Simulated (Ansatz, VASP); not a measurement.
**Cross-check of Mo2CO2 (Mo2CO2 MXene, 1 layer) between VASP and Ansatz**

Aim: how closely do two programs agree when they are given the same cell, functional and k mesh? The structure shown is the start of the Ansatz relaxation below; VASP solves that cell, so the two are compared at the walk's first step.

Method: plane waves, with VASP 6.6.1 beside it; single point at PBE, in Ansatz 0.2.0.

### 1. The starting structure

The cell holds 5 atoms: 2 O, 2 Mo and 1 C. Cell: a = 3.025 Å, b = 3.025 Å, c = 19.519 Å, α = 90.0°, β = 90.0°, γ = 120.0°. Vacuum lies along c.

### 2. Ansatz: relaxation, PBE

Ansatz runs on its default PAW (the set named soft_2) files.

The two programs are compared at the cell with which this relaxation starts, whose forces are those of its first step.

File input.yaml:

```yaml
crystal:
  lattice:
    - [3.024736, 0.0, 0.0]
    - [-1.512368, 2.6194982157, 0.0]
    - [0.0, 0.0, 19.5190393187]
  atoms:
    - { symbol: O, position: [0.3333333333, 0.6666666667, 0.3842402219] }
    - { symbol: Mo, position: [0.6666666667, 0.3333333333, 0.438855585] }
    - { symbol: C, position: [0.0, 0.0, 0.5] }
    - { symbol: Mo, position: [0.3333333333, 0.6666666667, 0.561144415] }
    - { symbol: O, position: [0.6666666667, 0.3333333333, 0.6157597781] }
kpoints:
  mp_grid: { grid: [12, 12, 1] }
hamiltonian:
  xc: pbe
scf:
  occupations: { method: fermi_dirac, width: 0.05 }
  convergence: { dr2_threshold: 1.0e-08 }
efield:
  axis: 3
  dipole_correction: true
  ramp_position: 0.97
  ramp_width: 0.04
relax:
  f_tol: 0.01
  cell: { fix: [c, alpha, beta] }
output:
  write_potential: true
  write_density: true
  volumetric_format: npy
```

Started as:

```console
$ ansatz run input.yaml --threads 2 --pin off --max-ram 4096MiB --backend cpu --events-out ev --progress --plain --runs-dir out
```

Numbers of over 12 decimals in the logs are rounded to 6 here.

The program printed:

```text
Warning: relax.cell: scf.convergence.dr2_threshold = 1e-8 eV is looser than the 5e-10 eV advised for a relaxation that steers and ends on the stress (1e-10 eV for each atom of the cell: 5). What an SCF threshold leaves in a stress goes as its square root, and in the free energy as the threshold itself, and one threshold admits the most on a small cell: [figures from the program's tests cut] Set scf.convergence.dr2_threshold to 5e-10 eV or tighter. The threshold is an SCF's pass mark: one that does not reach it within its budget of iterations ends unconverged, or closes short of it on a stop that the run arms, and scf.convergence.dr2_threshold's page says what that costs each kind of run
Engine: ansatz 0.2.0, x86_64-unknown-linux-gnu
Pseudopotentials: kind: paw
Pseudopotential: O, paw, valence charge 6, recommended cutoff 420 eV (normal), O.paw.azcp
Pseudopotential: Mo, paw, valence charge 14, recommended cutoff 420 eV (normal), Mo.paw.azcp
Pseudopotential: C, paw, valence charge 4, recommended cutoff 420 eV (normal), C.paw.azcp
Functional definition: PBE
  parameter kappa = 0.804
  parameter beta = 0.066725
  exchange = pbe_x(kappa = kappa, mu = beta*pi^2/3)
  correlation = pbe_c(beta = beta)
Crystal: 5 atoms, lattice volume = 154.655 Å³
Basis set: ecut = 420 eV, 2945 PW (Γ), exchange–correlation on 48×48×270 points (8 copies of the dense FFT grid, shifted against one another)
Bands: 27, of which v1, the nominal top of the filled ones, is band 22 counted from 1 (21 counted from 0)
Symmetry: 6 space group operations
k-points: 19 of 144 (time reversal used)
Non-local potential: O, projectors of the file, l = 0: 2, l = 1: 2, l = 2: 1
Non-local potential: Mo, projectors of the file, l = 0: 3, l = 1: 2, l = 2: 2, l = 3: 1
Non-local potential: C, projectors of the file, l = 0: 2, l = 1: 2, l = 2: 1
PAW form: soft (Blöchl's): semilocal exchange-correlation on the pseudo side does not see the compensation charge
PAW one-centre angular grid: O, 110 points (default); XC on 64 Gauss nodes
PAW one-centre angular grid: Mo, 590 points (default); XC on 64 Gauss nodes
PAW one-centre angular grid: C, 110 points (default); XC on 64 Gauss nodes
Initial density: superposition of atomic densities (neutral atoms: chi_scale 0, normalization atom), corrected by the library's trained network
Initial wavefunctions: pseudopotential atomic-orbital guess
Functional: x = pbe(κ = 0.804, μ = 0.219515), c = pbe(β = 0.066725)
SCF iter   1: F=—  HF=-11297.191101 eV  |F-HF|=—  |Δ(HF+E_count)|=         —  Δρ=6.65e-3  dr2=7.10e-2  ethr=1.77e-3  p=-0.000 e·Å  D=-4.30e-4 V/Å  ΔV_dip=0.01 eV  dr2_dipole=1.00e-5  V_vac-E_F(+/−)=5.37/5.36 eV  ⟨swp⟩=9.7  Hψ=3109  notcnv=0
efield: sawtooth ramp at fractional position 0.9700 (set: `efield.ramp_position`, or a place that a band, a saddle search or an elastic batch's reference lends), width 0.0400; the density the first Hamiltonian is built on has a dipole p = -0.000 e·Å; the dipole correction subtracts the counter field D = -4.30e-4 V/Å, which shifts the + side's vacuum level by +0.01 eV against the − side's; the planar-averaged density in the ramp window peaks in size at 2.4e-5 e/Å³
preconditioner: auto → LDOS  [metal: Δε(μ)=0.021 eV  Ē_g=8.830 eV  σ=0.050 eV  W_gap=0.11  n_scr=12 (ndim 8)  ℏωp=15.8 eV  f_vac=0.642  D(μ)=4.01/eV (n_scr^D=12)  β→1.0]
SCF iter   2: F=—  HF=-11297.181883 eV  |F-HF|=—  |Δ(HF+E_count)|=   9.22e-3  Δρ=3.69e-3  dr2=1.35e-2  ethr=1.61e-4  p=-0.000 e·Å  D=-4.89e-5 V/Å  ΔV_dip=0.00 eV  dr2_dipole=5.59e-7  V_vac-E_F(+/−)=5.67/5.67 eV  ⟨swp⟩=2.7  Hψ=1138  notcnv=0
SCF iter   3: F=—  HF=-11297.180417 eV  |F-HF|=—  |Δ(HF+E_count)|=   1.47e-3  Δρ=1.23e-3  dr2=1.98e-3  ethr=3.06e-5  p=-0.000 e·Å  D=-1.38e-5 V/Å  ΔV_dip=0.00 eV  dr2_dipole=2.25e-9  V_vac-E_F(+/−)=5.72/5.72 eV  ⟨swp⟩=3.3  Hψ=1234  notcnv=0
SCF iter   4: F=—  HF=-11297.180188 eV  |F-HF|=—  |Δ(HF+E_count)|=   2.29e-4  Δρ=3.15e-4  dr2=1.30e-4  ethr=4.50e-6  p=-0.000 e·Å  D=-4.01e-6 V/Å  ΔV_dip=0.00 eV  dr2_dipole=2.03e-9  V_vac-E_F(+/−)=5.73/5.73 eV  ⟨swp⟩=2.2  Hψ=711  notcnv=0
SCF iter   5: F=—  HF=-11297.180212 eV  |F-HF|=—  |Δ(HF+E_count)|=   2.40e-5  Δρ=4.27e-5  dr2=2.94e-6  ethr=2.96e-7  p=-0.000 e·Å  D=-2.54e-6 V/Å  ΔV_dip=0.00 eV  dr2_dipole=3.93e-10  V_vac-E_F(+/−)=5.73/5.73 eV  ⟨swp⟩=2.3  Hψ=934  notcnv=0
SCF iter   6: F=—  HF=-11297.180261 eV  |F-HF|=—  |Δ(HF+E_count)|=   4.94e-5  Δρ=1.16e-5  dr2=1.28e-7  ethr=6.69e-9  p=0.000 e·Å  D=4.26e-7 V/Å  ΔV_dip=-0.00 eV  dr2_dipole=1.09e-11  V_vac-E_F(+/−)=5.74/5.74 eV  ⟨swp⟩=3.4  Hψ=1139  notcnv=0
[...]
relax step   8: F+E_penalty+E_count = -11297.39620377 eV  Δ(F+E_penalty+E_count) = +1.523e-4 eV  max|allowed force component| = 4.289e-4 eV/Å  Δτ_max = 0.0013 Å  P = +0.003 GPa  Ω = 161.599 Å³  energy of the carried Pulay correction = -2.279e-4 eV  fix = [c, alpha, beta]  reactions: c -0.001 GPa  (5 SCF iters, accepted)
iter 1 solved again at ethr=8.63e-7 eV; its pass at ethr=3.10e-3 eV (dr2=3.80e-4 eV) is discarded
SCF iter   1: F=—  HF=-11297.396067 eV  |F-HF|=—  |Δ(HF+E_count)|=         —  Δρ=4.00e-5  dr2=6.75e-8  ethr=8.63e-7  p=0.000 e·Å  D=5.73e-6 V/Å  ΔV_dip=-0.00 eV  dr2_dipole=2.50e-11  V_vac-E_F(+/−)=6.35/6.35 eV  ⟨swp⟩=4.0  Hψ=4599  notcnv=0
efield: sawtooth ramp at fractional position 0.9700 (set: `efield.ramp_position`, or a place that a band, a saddle search or an elastic batch's reference lends), width 0.0400; the density the first Hamiltonian is built on has a dipole p = 0.000 e·Å; the dipole correction subtracts the counter field D = 5.73e-6 V/Å, which shifts the + side's vacuum level by -0.00 eV against the − side's; the planar-averaged density in the ramp window peaks in size at 5.0e-6 e/Å³
eigensolver tolerance schedule: the retry pair's looser diagonalisation over-reported the residual by 5627.83 of it (diagonalisation noise at an unbounded share of the residual, at the tolerance the schedule requests for it); recorded, not acted on — ethr = c·dr2/N_el stays at c = 1.0e-1
preconditioner: auto → LDOS  [metal: Δε(μ)=0.122 eV  Ē_g=8.426 eV  σ=0.050 eV  W_gap=0.49  n_scr=12 (ndim 8)  ℏωp=15.5 eV  f_vac=0.646  D(μ)=1.92/eV (n_scr^D=8)  β→1.0]
SCF iter   2: F=—  HF=-11297.396423 eV  |F-HF|=—  |Δ(HF+E_count)|=   3.55e-4  Δρ=5.27e-6  dr2=3.07e-8  ethr=1.53e-10  p=0.000 e·Å  D=5.96e-6 V/Å  ΔV_dip=-0.00 eV  dr2_dipole=8.93e-11  V_vac-E_F(+/−)=6.35/6.35 eV  ⟨swp⟩=4.5  Hψ=1662  notcnv=0
SCF iter   3: F=—  HF=-11297.396421 eV  |F-HF|=—  |Δ(HF+E_count)|=   1.67e-6  Δρ=2.93e-6  dr2=1.29e-8  ethr=6.97e-11  p=0.000 e·Å  D=5.58e-6 V/Å  ΔV_dip=-0.00 eV  dr2_dipole=5.89e-12  V_vac-E_F(+/−)=6.35/6.35 eV  ⟨swp⟩=2.6  Hψ=836  notcnv=0
SCF iter   4: F=-11297.396423 eV  HF=-11297.396423 eV  |F-HF|=1.52e-7  |Δ(HF+E_count)|=   1.51e-6  Δρ=7.83e-7  dr2=8.03e-10  ethr=2.27e-11  p=0.000 e·Å  D=5.66e-6 V/Å  ΔV_dip=-0.00 eV  dr2_dipole=3.91e-12  V_vac-E_F(+/−)=6.35/6.35 eV  ⟨swp⟩=14.0  Hψ=4131  notcnv=0
SCF 9 converged in 4 iterations: F = -11297.396423 eV  dr2 = 8.03e-10
relax step   9: F+E_penalty+E_count = -11297.39642276 eV  Δ(F+E_penalty+E_count) = -2.190e-4 eV  max|allowed force component| = 4.566e-4 eV/Å  Δτ_max = 0.0000 Å  P = +0.004 GPa  Ω = 161.599 Å³  fix = [c, alpha, beta]  reactions: c -0.001 GPa  stress off target by 5.97e-3 GPa on what of the cell is left free  SCF on the basis re-selected at this cell (its energy is not comparable with the rows above)  (4 SCF iters)
basis re-selected at this cell: Δ(F+E_penalty+E_count) = -2.190e-4 eV, ΔP = +0.001 GPa vs the last step (what re-selecting the basis moved, of the pressure what is left beyond the Pulay correction that the steps carried, after the strain that the cell walked since its last selection, with what the two solves' SCF thresholds leave and, on support functions, any second-order correction that the steps lacked; it is no m [...]
WARN: The output density's exchange-correlation potential varies sharply where the density is thin. Do not read a vacuum level from v_tot or v_xc, or from such a field of the output density. On a cell that repeats whose density bears no net charge and no dipole along the vacuum's axis use v_es (v_loc + v_h of the components); under efield.dipole_correction with no amplitude use v_es + v_field, which holds any externa [...]
SCF converged after 4 iterations
Free energy (F): -11297.396423 eV
Harris-Foulkes:  -11297.396423 eV  (|F-HF|=1.52e-7)
Internal energy: -11297.380061 eV  (E = F + TS)
E sigma→0 (E₀):  -11297.388242 eV
Entropy (-TS):   -0.016362 eV (-3.272 meV/atom)
Fermi energy:    1.016576 eV
Dipole field:    D = 0.000009 V/Å  (p = 0.000008 e·Å, saw-weighted, corrected)
Work function:   Φ+ = 6.3464 eV   Φ− = 6.3465 eV
Levels:          The Fermi level and band energies are counted from a zero that moves with the ramp; work functions are not
--- Per-component energies (eV) ---
  E_band       = -839.225134
  E_kinetic    = 1319.684102
  E_local      = -38751.303429  (includes V_loc(G=0)·N_el)
  E_nonlocal   = 405.095123
  E_hartree    = 18627.776579
  E_xc         = -562.696781
  E_vxc        = -706.025886  (∫ρ·V_xc dr)
  E_paw        = -6815.158165  (= ΣΔE_a)
  E_vpaw       = -362.234013  (= ΣTr[D̂ρ^β])
  E_aug_tail   = 0.004818  (compensation charges beyond the density's cutoff)
  E_efield     = 0.000000  (sawtooth field / dipole correction)
  E_vefield    = -0.000074  (∫n·V_field dr)
  E_ewald      = 14479.217691
  E_smearing   = -0.016362  (= −TS)
  E_closure    = -0.000000  (closes the sum)
  Σ components = -11297.396423   (vs F -11297.396423, Δ=0.00e0)
--- Forces (eV/Å), atoms counted from 1 ---
  atom   1  O      0.00000000     0.00000000    -0.00014431
  atom   2  Mo     0.00000000     0.00000000     0.00045626
  atom   3  C      0.00000000    -0.00000000    -0.00000239
  atom   4  Mo     0.00000000    -0.00000000    -0.00045498
  atom   5  O      0.00000000    -0.00000000     0.00014385
  max |Σ_I F_I| component: 1.57e-6 eV/Å
--- Stress (GPa, compression-positive) ---
        0.005971      -0.000000       0.000000
       -0.000000       0.005971      -0.000000
        0.000000      -0.000000      -0.001214
  P = ⅓ Tr σ = 0.0036 GPa (0.036 kbar)
--- Band table (eV; the first three rows and the last of 19) ---
  k-point 0: bands = [... 18 lower, -1.2810, -1.2810, -1.2009, -1.2009, 0.4588, 1.3328, 1.3328, 2.9080, ... 1 higher]
  k-point 1: bands = [... 18 lower, -1.9663, -1.2174, -0.7651, -0.5164, 0.5083, 1.4268, 1.4803, 2.9053, ... 1 higher]
  k-point 2: bands = [... 18 lower, -2.4901, -1.3669, -0.7623, 0.0103, 0.9172, 1.6909, 1.7845, 2.8426, ... 1 higher]
  k-point 18: bands = [... 18 lower, -2.9468, -2.9468, 0.4378, 0.5666, 0.5666, 2.5146, 2.5146, 3.1335, ... 1 higher]
--- Relaxed structure (7 steps of the walk, 7 accepted, 2 SCFs on fresh bases) ---
  F+E_penalty+E_count = -11297.39642276 eV   max|allowed force component| = 4.566e-4 eV/Å   (the final SCF, on the basis selected at the relaxed cell)
  cell:  # Å, volume = 161.5985 Å³
    - [3.091891, 0, 0]
    - [-1.545945, 2.677656, 0]
    - [0, 0, 19.5190393187]
  atoms:
    - { symbol: O, position: [0.333333, 0.666667, 0.385412] }
    - { symbol: Mo, position: [0.666667, 0.333333, 0.442733] }
    - { symbol: C, position: [0, 0, 0.500000] }
    - { symbol: Mo, position: [0.333333, 0.666667, 0.557267] }
    - { symbol: O, position: [0.666667, 0.333333, 0.614588] }
```

[end of part 1 of 2]

[Lines on the potential files, build, host, timing and source positions are cut from VASP's logs without a mark.]

[Logs are printed without paths, hosts, clocks, repeated set-up lines and the standing remarks that a program may print on its own settings, such as how far it seeks lower states.]

[Hosts, paths, dates, database ids (printed as entryN), source tags and the programs' standing remarks are cut or masked in the printed files.]
